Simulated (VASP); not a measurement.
Shape and ions are relaxed at each volume.

Energy against volume of MgB2 (AlB2 type). The numbers are results of vdW-DF-cx, VASP's PBE PAW potentials (set 64) (plane waves; VASP 6.6.1), not measurements.

```json
[
 {"V (Å³/atom)": "9.001", "E (eV/atom)": "-4.29341"},
 {"V (Å³/atom)": "9.289", "E (eV/atom)": "-4.30717"},
 {"V (Å³/atom)": "9.576", "E (eV/atom)": "-4.31200"},
 {"V (Å³/atom)": "9.863", "E (eV/atom)": "-4.30902"},
 {"V (Å³/atom)": "10.150", "E (eV/atom)": "-4.29920"}
]
```

Question: Fit a third-order Birch-Murnaghan equation of state.

Answer: 
```
Item                                           Result
---------------------------------------  ------------
volume per atom                          9.60 Å³/atom
bulk modulus                                  144 GPa
pressure derivative of the bulk modulus          3.47
```

The compound is MgB2 in the AlB2 type structure. It was relaxed first.
